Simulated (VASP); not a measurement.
Bi6Te8Se:

```
Bi Te Se
1.0
     6.53713   -3.77421    0.00000
     0.00000   -7.54843    0.00000
     2.17904   -1.25807  -10.10097
Bi Te Se
6 8 1
Cartesian
  2.1790 -6.2904 -8.0808
  6.5371 -6.2904 -8.0808
  4.3581 -2.5161 -8.0808
  2.1790 -6.2904 -2.0202
  6.5371 -6.2904 -2.0202
  4.3581 -2.5161 -2.0202
  4.3581 -7.5484 0.0000
  2.1790 -3.7742 0.0000
  0.0000 0.0000 0.0000
  4.3581 -5.0323 -3.7525
  2.1790 -1.2581 -3.7525
  4.3581 -7.5484 -6.3485
  2.1790 -3.7742 -6.3485
  6.5371 -3.7742 -6.3485
  6.5371 -8.8065 -3.7525
```

The cell was built by a generator and needn't be a form met in nature.

* Program: VASP 6.6.1
* Task: relaxation of cell and atoms
* Functional: PBEsol
* Potentials or basis: VASP PAW PBE potentials, release 64 (Bi_d, Te, Se)
* Cutoff: 600 eV
* k mesh: 4 × 4 × 4
* Occupations: gaussian, width 0.03 eV
* Spin: no spin polarisation

At the start: pressure -0.5 GPa; volume 33.23 Å³/atom.

Problem. How do energy, volume and symmetry change on relaxing?

Solution. Over 19 steps the energy falls by 11.3 meV/atom and the volume is 33.04 Å³/atom (-0.6 %); space group Cm (No. 8, to 0.05 Å).

Step by step:
| step | energy change (eV) | largest force (eV/Å) | pressure (GPa) | volume (Å³) |
| --- | --- | --- | --- | --- |
| 1 | 0.0000 | 0.9573 | -0.48 | 498.43 |
| 2 | -0.0776 | 0.6565 | 0.41 | 491.24 |
| 3 | -0.0895 | 0.4638 | 0.92 | 487.36 |
| 4 | -0.1380 | 0.2682 | 0.53 | 490.78 |
| 5 | -0.1595 | 0.1258 | 0.13 | 494.82 |
| 6 | -0.1595 | 0.1279 | 0.13 | 494.97 |
| 7 | -0.1627 | 0.0752 | -0.03 | 496.03 |
| 8 | -0.1634 | 0.1104 | -0.15 | 496.84 |
| 9 | -0.1655 | 0.1116 | -0.05 | 495.75 |
| 10 | -0.1661 | 0.1126 | 0.04 | 494.78 |
| 11 | -0.1671 | 0.0924 | 0.03 | 495.03 |
| 12 | -0.1685 | 0.0318 | -0.05 | 495.76 |
| 13 | -0.1685 | 0.0253 | -0.05 | 495.84 |
| 14 | -0.1687 | 0.0250 | 0.07 | 494.91 |
| 15 | -0.1687 | 0.0207 | 0.03 | 495.25 |
| 16 | -0.1689 | 0.0172 | 0.01 | 495.47 |
| 17 | -0.1690 | 0.0157 | -0.01 | 495.77 |
| 18 | -0.1692 | 0.0102 | 0.00 | 495.68 |
| 19 | -0.1692 | 0.0066 | 0.01 | 495.58 |

Final structure:
```
Bi Te Se
1.0
     6.53167   -3.77106    0.00172
     0.00033   -7.54155    0.00086
     2.17523   -1.25587  -10.06046
Bi Te Se
6 8 1
Direct
  0.06726 0.66667 0.80054
  0.73361 0.33239 0.79927
  0.39934 0.00094 0.79927
  0.25814 0.66667 0.20338
  0.93242 0.34027 0.20328
  0.60602 0.99306 0.20328
  0.66161 0.66667 0.00187
  0.33677 0.32891 0.00319
  0.99902 0.00442 0.00319
  0.54216 0.33322 0.37428
  0.20872 0.00011 0.37428
  0.45852 0.66667 0.62731
  0.12154 0.33744 0.62713
  0.79231 0.99590 0.62713
  0.88254 0.66667 0.35261
```

Caveat: the PAW data sets were made with another functional, which shifts forces and pressure a little.
